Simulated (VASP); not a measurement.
VASP runs on AgAs (space group Pm-3m) share one base input (PBE GGA, plane waves, VASP's PBE PAW potentials (set 64)) and change the settings named in each case.

### POSCAR
```
AgAs
1
    3.2085120000     0.0000000000     0.0000000000
    0.0000000000     3.2085120000     0.0000000000
    0.0000000000     0.0000000000     3.2085120000
Ag As
1 1
Direct
  0.0000000000   0.0000000000   0.0000000000
  0.5000000000   0.5000000000   0.5000000000
```

INCAR:
```
SYSTEM = AgAs
PREC = Accurate
ENCUT = 300
EDIFF = 1E-6
NELM = 100
ALGO = Normal
LREAL = .FALSE.
LASPH = .TRUE.
ISMEAR = 0
SIGMA = 0.136
GGA = PE
LMAXMIX = 4
LWAVE = .FALSE.
LCHARG = .FALSE.
ISIF = 2
```

### KPOINTS
```
Automatic mesh
0
Gamma
5 5 5
0 0 0
```

POTCAR, in this order: Ag As (PBE.64 set). Program: vasp_std.

| change | E(σ→0) (eV/atom) | pressure (GPa) | −TS (eV) |
|---|---|---|---|
| base run | -3.3484 | 16.96 | -0.0060 |
| GGA removed, POTCAR Ag As (LDA.64 set) | -4.3239 | 7.37 | -0.0057 |
| GGA_COMPAT = .FALSE., LNONCOLLINEAR = .TRUE., LSORBIT = .TRUE., MAGMOM = 0.0 0.0 0.0 0.0 0.0 0.0, program vasp_ncl | -3.3681 | 16.91 | -0.0069 |
| KPOINTS 6×6×6 Γ-centred mesh | -3.3094 | 16.85 | -0.0091 |
 Energies of different potentials or functionals have different zeros.  At 300 eV the pressure can carry a Pulay error.

Left out are runs that ran out of time, are held back, or changed the cell or the kind of run, fixed moments of cells without a moment, rows past the twelfth, gaps on odd meshes, pressures of charged cells and columns that move by less than the noise.

The structure was generated: AgAs was put into an ordered model structure, which need not be its known phase. The cell was not relaxed at this level.
